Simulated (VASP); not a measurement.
Crystal: InAs.

```
CELL_PARAMETERS angstrom
0.00000 3.04545 3.04545
3.04545 0.00000 3.04545
3.04545 3.04545 0.00000
ATOMIC_POSITIONS crystal
In 0.00000 0.00000 0.00000
As 0.25000 0.25000 0.25000
```

Base run:

| Property | Result |
| --- | --- |
| Program | VASP 6.6.1 |
| Functional | PBE0 |
| Potentials or basis | VASP PAW PBE potentials, release 64 (In_d, As) |
| Cutoff | 520 eV |
| k mesh | 6 × 6 × 6 |
| Occupations | gaussian, width 0.03 eV |
| Spin | no spin polarisation |

Its results: band gap on the k mesh 0.97 eV, direct; pressure 0.1 GPa.

Question: The run is repeated on the same cell with these changes: functional from PBE0 to HSE06. What comes out?

Answer: Band gap on the k mesh 0.42 eV, direct; pressure 0.3 GPa.

Caveats: the PAW data sets were made with another functional, which shifts forces and pressure a little; spin-orbit coupling is left out, which moves the levels of the heavy elements.
